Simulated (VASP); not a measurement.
Crystal: Zn.

```
CELL_PARAMETERS angstrom
2.67000 0.00000 0.00000
-1.33500 2.31229 0.00000
0.00000 0.00000 4.96600
ATOMIC_POSITIONS crystal
Zn 0.33333 0.66667 0.25000
Zn 0.66667 0.33333 0.75000
```

| Quantity | Value |
| --- | --- |
| Program | VASP 6.6.1 |
| Task | relaxation of cell and atoms |
| Functional | PBEsol |
| Potentials or basis | VASP PAW PBE potentials, release 64 (Zn) |
| Cutoff | 600 eV |
| k mesh | 18 × 18 × 8 |
| Occupations | methfessel-paxton, width 0.1 eV |
| Spin | no spin polarisation |

At the start: pressure -5.5 GPa; volume 15.33 Å³/atom.

Task: Where does the relaxation end?

Result: Over 3 steps the energy falls by 20.4 meV/atom and the volume is 14.27 Å³/atom (-6.9 %); space group P6_3/mmc (No. 194, to 0.05 Å).

Step by step:
| step | energy change (eV) | largest force (eV/Å) | pressure (GPa) | volume (Å³) |
| --- | --- | --- | --- | --- |
| 1 | 0.0000 | 0.0000 | -5.54 | 30.66 |
| 2 | -0.0404 | 0.0000 | 0.63 | 28.37 |
| 3 | -0.0408 | 0.0000 | 0.00 | 28.55 |

Final structure:
```yaml
crystal:
  lattice:
    - [2.59996, 0.00000, 0.00000]
    - [-1.29998, 2.25164, 0.00000]
    - [0.00000, 0.00000, 4.87630]
  atoms:
    - { symbol: Zn, position: [0.33333, 0.66667, 0.25000] }
    - { symbol: Zn, position: [0.66667, 0.33333, 0.75000] }
```

Caveat: the PAW data sets were made with another functional, which shifts forces and pressure a little.
